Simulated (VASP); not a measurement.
Si2Ge:

```xyz
3
Lattice="-2.1359 2.1359 2.7001 2.1359 -2.1359 2.7001 2.1359 2.1359 -2.7001" Properties=species:S:1:pos:R:3 pbc="T T T"
Si    0.0000    2.1359    1.3501
Si    2.1359    0.0000    1.3501
Ge    0.0000    0.0000    0.0000
```

The cell was built by a generator and needn't be a form met in nature.

```yaml
Program: VASP 6.6.1
Task: relaxation of cell and atoms
Functional: PBE
Potentials_or_basis: VASP PAW PBE potentials, release 64 (Si, Ge_d)
Cutoff: 520 eV
k_mesh: 7 × 7 × 7
Occupations: gaussian, width 0.15 eV
Spin: no spin polarisation
```

At the start: pressure 12.5 GPa; volume 16.42 Å³/atom.

Where does the relaxation end?

Over 18 steps the energy falls by 131.0 meV/atom and the volume is 18.98 Å³/atom (+15.5 %); space group I4/mmm (No. 139, to 0.05 Å).

Step by step:
```tsv
step	energy change (eV)	largest force (eV/Å)	pressure (GPa)	volume (Å³)
1	0.0000	0.0000	12.49	49.27
2	-0.2672	0.0000	-2.01	58.98
3	-0.2801	0.0000	-0.86	57.12
4	-0.2795	0.0000	0.85	56.57
5	-0.2801	0.0000	-0.12	56.87
6	-0.2844	0.0000	-0.15	56.84
7	-0.3003	0.0000	0.66	56.75
8	-0.3294	0.0000	0.79	56.48
9	-0.3696	0.0000	3.69	55.53
10	-0.3595	0.0000	0.76	56.20
11	-0.3821	0.0000	1.58	55.89
12	-0.3824	0.0000	2.49	55.72
13	-0.3835	0.0000	2.44	55.78
14	-0.3848	0.0000	2.00	55.89
15	-0.3856	0.0000	1.82	56.02
16	-0.3868	0.0000	1.92	56.11
17	-0.3899	0.0000	1.54	56.38
18	-0.3931	0.0000	-0.05	56.93
```

Final structure:
```
CELL_PARAMETERS angstrom
-2.39491 2.39491 2.48129
2.39491 -2.39491 2.48129
2.39491 2.39491 -2.48129
ATOMIC_POSITIONS crystal
Si 0.75000 0.25000 0.50000
Si 0.25000 0.75000 0.50000
Ge 0.00000 0.00000 0.00000
```

Caveat: the volume moved by over 15 % at a fixed basis, so the end points are rough.
